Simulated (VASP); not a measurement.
An input for Ansatz (written as the equivalent of a VASP run, and not itself run):

Ansatz 0.2 input:
```yaml
crystal:
  lattice:
    - [2.8916510, 0.0000000, 0.0000000]
    - [-1.4458250, 2.5042430, 0.0000000]
    - [0.0000000, 0.0000000, 16.3510660]
  atoms:
    - { symbol: N, position: [-0.0010350, -0.0066330, 0.4978230] }
    - { symbol: Ta, position: [0.3519290, 0.6837400, 0.5710500] }
    - { symbol: Ta, position: [0.6491060, 0.3228920, 0.4311270] }
kpoints:
  mp_grid: { grid: [10, 10, 1] }
hamiltonian:
  xc: pbe
  pseudopotentials: { kind: paw }
scf:
  occupations: { method: methfessel_paxton, width: 0.272 }
  max_iter: 100
output: { forces: true, stress: true, eigenvalues: true }
```

Question: Translate this input to VASP (INCAR, KPOINTS, POSCAR, choice of POTCAR).

Answer: One answer among several that fit: 
### KPOINTS
```
kpoints
0
gamma
10 10 1
```

POSCAR:
```
Ta2N
1
    2.8916510000     0.0000000000     0.0000000000
   -1.4458250000     2.5042430000     0.0000000000
    0.0000000000     0.0000000000    16.3510660000
N Ta
1 2
Direct
 -0.0010350000  -0.0066330000   0.4978230000
  0.3519290000   0.6837400000   0.5710500000
  0.6491060000   0.3228920000   0.4311270000
```

**INCAR**
```
# general
SYSTEM  = Ta2N
PREC    = Accurate
ENCUT   = 560
LREAL   = .FALSE.
LASPH   = .TRUE.

# electronic loop
EDIFF   = 1E-09
NELM    = 100
ALGO    = Normal
LMAXMIX = 6

# smearing
ISMEAR  = 1
SIGMA   = 0.272

# functional
GGA     = PE

# ions
ISIF    = 2

# output
LWAVE   = .FALSE.
LCHARG  = .FALSE.
```

POTCAR, in this order: N Ta_pv (PBE.64 set). Program: vasp_std.

Limits of the translation: each code has its own PAW files, so the cut-off isn't converted (ENCUT is set for VASP's; basis.ecutwfc is left out, and Ansatz then takes the one that its files recommend); Ansatz stops its SCF on the density residual and VASP on the energy change (EDIFF).

The cell is a sheet with vacuum, built from a generated structure.
